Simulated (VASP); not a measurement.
Output of a VASP run:

File OSZICAR:
```
       N       E                     dE             d eps       ncg     rms          rms(c)
DAV:   1     0.421541625194E+03    0.42154E+03   -0.21844E+04  1920   0.184E+03
DAV:   2    -0.472542791039E+02   -0.46880E+03   -0.46305E+03  2392   0.496E+02
DAV:   3    -0.937786338765E+02   -0.46524E+02   -0.46444E+02  2928   0.150E+02
DAV:   4    -0.960254854804E+02   -0.22469E+01   -0.22456E+01  2712   0.294E+01
DAV:   5    -0.961144386045E+02   -0.88953E-01   -0.88946E-01  2760   0.439E+00    0.238E+01
DAV:   6    -0.739591604497E+02    0.22155E+02   -0.50760E+01  2888   0.804E+01    0.739E+00
DAV:   7    -0.725373275642E+02    0.14218E+01   -0.51423E+00  2264   0.155E+01    0.444E+00
DAV:   8    -0.757095521701E+02   -0.31722E+01   -0.18709E+00  2384   0.118E+01    0.213E+00
DAV:   9    -0.730824335742E+02    0.26271E+01   -0.13874E+00  2064   0.944E+00    0.936E-01
DAV:  10    -0.733428391618E+02   -0.26041E+00   -0.28345E-01  2448   0.438E+00    0.571E-01
DAV:  11    -0.730223196561E+02    0.32052E+00   -0.15718E-01  2152   0.359E+00    0.370E-01
DAV:  12    -0.733334152978E+02   -0.31110E+00   -0.14740E-01  2032   0.339E+00    0.135E-01
DAV:  13    -0.733453879224E+02   -0.11973E-01   -0.72036E-03  2392   0.872E-01    0.778E-02
DAV:  14    -0.733448215856E+02    0.56634E-03   -0.19594E-03  2352   0.450E-01    0.529E-02
DAV:  15    -0.733463820997E+02   -0.15605E-02   -0.52205E-04  2072   0.242E-01    0.362E-02
DAV:  16    -0.733465237492E+02   -0.14165E-03   -0.14495E-04  2808   0.948E-02    0.124E-02
DAV:  17    -0.733465566587E+02   -0.32910E-04   -0.36563E-05  2256   0.677E-02    0.152E-02
DAV:  18    -0.733465515031E+02    0.51556E-05   -0.46698E-06  2592   0.229E-02    0.956E-03
DAV:  19    -0.733465539061E+02   -0.24030E-05   -0.21951E-05  2016   0.490E-02    0.548E-03
DAV:  20    -0.733465607845E+02   -0.68785E-05   -0.61483E-06  1944   0.267E-02    0.152E-03
DAV:  21    -0.733465614846E+02   -0.70004E-06   -0.68553E-07  2248   0.848E-03    0.450E-04
DAV:  22    -0.733465615632E+02   -0.78655E-07   -0.10351E-07  1080   0.350E-03
   1 F= -.73346562E+02 E0= -.73346562E+02  d E =0.000000E+00
       N       E                     dE             ncg
       N       E                     dE             ncg
```

File OUTCAR:
```
------------------------ aborting loop because EDIFF is reached ----------------------------------------
  FORCE on cell =-STRESS in cart. coord.  units (eV):
  Direction    XX          YY          ZZ          XY          YZ          ZX
  --------------------------------------------------------------------------------------
  Total        0.0299096      0.0299096     -0.0347152      0.0000000      0.0000000      0.0000000
  in kB        0.7400978      0.7400978     -0.8590123      0.0000000      0.0000000      0.0000000
  external PRESSURE =       0.2070611 kB  Pullay stress =       0.0000000 kB
  volume of cell :       64.75
      direct lattice vectors                 reciprocal lattice vectors
     3.981589557  0.000000000  0.000000000     0.251155973  0.000000000  0.000000000
     0.000000000  3.981589557  0.000000000     0.000000000  0.251155973  0.000000000
     0.000000000  0.000000000  4.084306977     0.000000000  0.000000000  0.244839579
 POSITION                                       TOTAL-FORCE (eV/Angst)
 -----------------------------------------------------------------------------------
      0.00000      0.00000      0.03147         0.000000     -0.000000     -0.006488
      1.99079      1.99079      2.00319         0.000000      0.000000      0.010992
      1.99079      1.99079      0.15610         0.000000      0.000000     -0.013597
      0.00000      1.99079      2.14143        -0.000000     -0.000000      0.004547
      1.99079      0.00000      2.14143         0.000000     -0.000000      0.004547
 -----------------------------------------------------------------------------------
    total drift:                                0.000000      0.000000      0.002632
  FREE ENERGIE OF THE ION-ELECTRON SYSTEM (eV)
  ---------------------------------------------------
  free  energy   TOTEN  =       -73.3465615632 eV

  energy  without entropy=      -73.3465615632  energy(sigma->0) =      -73.34656156

 total charge

# of ion       s       p       d       tot
------------------------------------------
    1        2.017   5.663   0.301   7.982
    2        2.214   6.271   1.681  10.166
    3        1.571   3.492   0.000   5.063
    4        1.567   3.496   0.000   5.062
    5        1.567   3.496   0.000   5.062
--------------------------------------------------
tot          8.935  22.419   1.983  33.337

 Electric field gradients after diagonalization (V/A^2)
 (convention: |V_zz| > |V_xx| > |V_yy|)
----------------------------------------------------------------------
 ion       V_xx      V_yy      V_zz     asymmetry (V_yy - V_xx)/ V_zz
----------------------------------------------------------------------
   1       3.059     3.059    -6.119       0.000
   2      -7.052    -7.052    14.104       0.000
   3     -10.528   -10.528    21.055       0.000
   4     -17.139   -11.794    28.933       0.185
   5     -17.139   -11.794    28.933       0.185
```
(Selected blocks of OUTCAR.)

**POSCAR**
```
BaTiO3
1
    3.9815895568     0.0000000000     0.0000000000
    0.0000000000     3.9815895568    -0.0000000000
    0.0000000000     0.0000000000     4.0843069774
Ba Ti O
1 1 3
Direct
  0.0000000000   0.0000000000   0.0077057215
  0.5000000000   0.5000000000   0.4904599982
  0.5000000000   0.5000000000   0.0382185480
  1.0000000000   0.5000000000   0.5243078662
  0.5000000000   0.0000000000   0.5243078662
```

### Question
Reconstruct the remaining input files.

### Answer
This is not unique; one that fits is the input of the run itself, r2SCAN+rVV10, plane waves, VASP's PBE PAW potentials (set 64).

### KPOINTS_OPT
```
k-points along high-symmetry lines
6
Line-mode
Reciprocal
  0.000000   0.000000   0.000000 ! GAMMA
  0.000000   0.500000   0.000000 ! X

  0.000000   0.500000   0.000000 ! X
  0.500000   0.500000   0.000000 ! M

  0.500000   0.500000   0.000000 ! M
  0.000000   0.000000   0.000000 ! GAMMA

  0.000000   0.000000   0.000000 ! GAMMA
  0.000000   0.000000   0.500000 ! Z

  0.000000   0.000000   0.500000 ! Z
  0.000000   0.500000   0.500000 ! R

  0.000000   0.500000   0.500000 ! R
  0.500000   0.500000   0.500000 ! A

  0.500000   0.500000   0.500000 ! A
  0.000000   0.000000   0.500000 ! Z

  0.000000   0.500000   0.000000 ! X
  0.000000   0.500000   0.500000 ! R

  0.500000   0.500000   0.000000 ! M
  0.500000   0.500000   0.500000 ! A
```

**KPOINTS**
```
Regular mesh
0
gamma
  6 6 6
0 0 0
```

**INCAR**
```
# general
SYSTEM    =  BaTiO3
PREC      =  Accurate
ENCUT     =  520
LREAL     =  .FALSE.
LASPH     =  .TRUE.

# electronic loop
EDIFF     =  1E-7
NELM      =  100
ALGO      =  Normal
LMAXMIX   =  4
LMIXTAU   =  .TRUE.

# smearing
ISMEAR    =  -5

# functional
METAGGA   =  R2SCAN
LUSE_VDW  =  .TRUE.
BPARAM    =  11.95
CPARAM    =  0.0093

# ions
ISIF      =  2

# output
LWAVE     =  .FALSE.
LCHARG    =  .FALSE.
LORBIT    =  11
NEDOS     =  601

# other
LEFG      =  .TRUE.
```

POTCAR, in this order: Ba_sv Ti_sv O (PBE.64 set). Program: vasp_std.

The structure comes from a measured BaTiO3 entry (P4mm) of the Crystallography Open Database, whose conditions weren't checked. It was relaxed first.
